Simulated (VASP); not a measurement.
Consider the following.

```
CELL_PARAMETERS angstrom
      0.00000     2.27970     2.27970
      2.27970     0.00000     2.27970
      2.27970     2.27970     0.00000
ATOMIC_POSITIONS crystal
  Nb 0.00000 0.00000 0.00000
  C  0.50000 0.50000 0.50000
```

Method: PBE GGA, VASP's PBE PAW potentials (set 64) (plane waves; VASP 6.6.1). Settings: 520 eV cut-off, 12×12×12 Γ-centred mesh, first-order Methfessel-Paxton smearing of 0.10 eV, potentials Nb_sv C.

### Question
Predict the energy per atom (σ→0), pressure, band gap (on the k-mesh) with the smallest direct gap where there is one.

### Answer

```
Item                                                        Result
------------------------  ----------------------------------------
band gap (on the k-mesh)  none (metal, semimetal or under 0.01 eV)
energy per atom (σ→0)                              -10.242 eV/atom
pressure                                                -13.67 GPa
```

Total energies compare only between runs with the same potentials, cut-off and functional.

The compound is NbC in the rock salt structure. The cell was not relaxed at this level. The run is one of a series of settings (EDIFF = 1E-8 against the base run), some of them coarse on purpose. The electron count is odd and the run is not spin-polarised, which forces a metal.
